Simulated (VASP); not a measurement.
An input for Ansatz (written as the equivalent of a VASP run, and not itself run):

Ansatz 0.2 input:
```yaml
crystal:
  lattice:
    - [-1.5382080, 1.5382080, 3.7648290]
    - [1.5382080, -1.5382080, 3.7648290]
    - [1.5382080, 1.5382080, -3.7648290]
  atoms:
    - { symbol: Re, position: [0.0000000, 0.0000000, 0.0000000] }
    - { symbol: Co, position: [0.3353000, 0.3353000, 0.0000000], spin: 3 }
    - { symbol: Co, position: [0.6647000, 0.6647000, 0.0000000], spin: 3 }
kpoints:
  mp_grid: { grid: [4, 4, 4] }
hamiltonian:
  xc: pbe
  pseudopotentials: { kind: paw }
magnetization: { spin_polarized: true }
scf:
  occupations: { method: gaussian, width: 0.1 }
  max_iter: 100
output: { forces: true, stress: true, eigenvalues: true }
```

**Question.** Write the VASP files for the same calculation (PBE).

**Answer.** Several could match; the one computed here: 
### POSCAR
```
Co2Re
1
   -1.5382080000     1.5382080000     3.7648290000
    1.5382080000    -1.5382080000     3.7648290000
    1.5382080000     1.5382080000    -3.7648290000
Re Co
1 2
Direct
  0.0000000000   0.0000000000   0.0000000000
  0.3353000000   0.3353000000   0.0000000000
  0.6647000000   0.6647000000   0.0000000000
```

**KPOINTS**
```
K-points
0
G
 4 4 4
0 0 0
```

**INCAR**
```
SYSTEM=Co2Re
PREC=Accurate; ENCUT=300; LREAL=.False.
LASPH=.True.
EDIFF=1E-6; NELM=100; ALGO=Normal
LMAXMIX=6
ISMEAR=0; SIGMA=0.1
GGA=PE
MAGMOM=0.0 2*3.0
ISPIN=2
ISIF=2
LWAVE=.False.; LCHARG=.False.; LORBIT=11
```

POTCAR, in this order: Re Co (PBE.64 set). Program: vasp_std.

The two are equivalent in intent, not identical: each code has its own PAW files, so the cut-off isn't converted (ENCUT is set for VASP's; basis.ecutwfc is left out, and Ansatz then takes the one that its files recommend); Ansatz stops its SCF on the density residual and VASP on the energy change (EDIFF).

The structure was generated: Co2Re was put into an ordered model structure, which need not be its known phase. The cell was not relaxed at this level. The k-mesh is coarse (spacing up to 0.72 per Å, 2π included), so the numbers may not be converged in it. The run is one of a series of settings (KPOINTS 4×4×4 Γ-centred mesh against the base run), some of them coarse on purpose.
